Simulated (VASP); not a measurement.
```xyz
5
Lattice="6.1091 0.0000 0.0000 0.0000 6.1091 0.0000 0.0000 0.0000 6.1091" Properties=species:S:1:pos:R:3 pbc="T T T"
Sn     3.0545     3.0545     3.0545
I      0.0000     3.0545     3.0545
I      3.0545     0.0000     3.0545
I      3.0545     3.0545     0.0000
Mn     0.0000     0.0000     0.0000
```
Starting moments (μB, in the order of the record's atoms Sn I I I Mn): 0.0 0.0 0.0 0.0 5.0.

Calculation: r2SCAN meta-GGA, VASP's PBE PAW potentials (set 64) (plane waves; VASP). Settings: 400 eV cut-off, 4×4×4 Γ-centred mesh, tetrahedra with Blöchl corrections, potentials Sn_d I Mn_pv.

The moments were started parallel, and other spin orders were not tried in this run.

Question: Give the spin-up energies of bands 17 to 30 at the high-symmetry points, in eV from the Fermi level.

Answer: 
```csv
band,Γ,X,M,R
17,-6.33,-6.44,-6.44,-6.44
18,-5.33,-5.15,-4.99,-3.98
19,-5.33,-5.15,-4.41,-3.98
20,-5.33,-4.13,-3.25,-3.98
21,-3.08,-3.06,-3.25,-3.04
22,-2.69,-3.06,-2.97,-2.91
23,-2.69,-2.82,-2.97,-2.91
24,-2.69,-2.62,-2.92,-2.03
25,-2.67,-2.62,-2.11,-2.03
26,-2.67,-1.99,-2.03,-2.03
27,-2.67,-1.71,-0.69,0.25
28,2.77,1.32,0.85,0.46
29,2.77,1.38,0.85,0.46
30,2.77,2.26,1.69,0.46
```

Question: Give the spin-down energies of bands 17 to 30 at the high-symmetry points, in eV from the Fermi level.

Answer: 
```json
[
 {"band": "17", "Γ": "-2.67", "X": "-3.02", "M": "-3.01", "R": "-2.88"},
 {"band": "18", "Γ": "-2.67", "X": "-2.85", "M": "-3.01", "R": "-2.00"},
 {"band": "19", "Γ": "-2.61", "X": "-2.63", "M": "-2.89", "R": "-2.00"},
 {"band": "20", "Γ": "-2.61", "X": "-2.63", "M": "-2.02", "R": "-2.00"},
 {"band": "21", "Γ": "-2.61", "X": "-1.67", "M": "-0.69", "R": "0.00"},
 {"band": "22", "Γ": "0.00", "X": "0.01", "M": "0.05", "R": "0.00"},
 {"band": "23", "Γ": "0.00", "X": "0.04", "M": "0.06", "R": "0.00"},
 {"band": "24", "Γ": "0.00", "X": "0.09", "M": "0.09", "R": "0.07"},
 {"band": "25", "Γ": "0.00", "X": "0.09", "M": "0.09", "R": "0.07"},
 {"band": "26", "Γ": "0.01", "X": "0.09", "M": "0.10", "R": "0.23"},
 {"band": "27", "Γ": "0.01", "X": "0.68", "M": "0.90", "R": "0.29"},
 {"band": "28", "Γ": "4.31", "X": "1.81", "M": "0.90", "R": "0.48"},
 {"band": "29", "Γ": "4.31", "X": "2.62", "M": "1.12", "R": "0.48"},
 {"band": "30", "Γ": "4.31", "X": "4.10", "M": "3.31", "R": "0.48"}
]
```

It has no gap at this level: it comes out as a metal or semimetal.

The structure comes from a measured MnSnI3 entry (Pm-3m) of the Crystallography Open Database, whose conditions weren't checked. It was relaxed first, which changed the volume by -9 %.
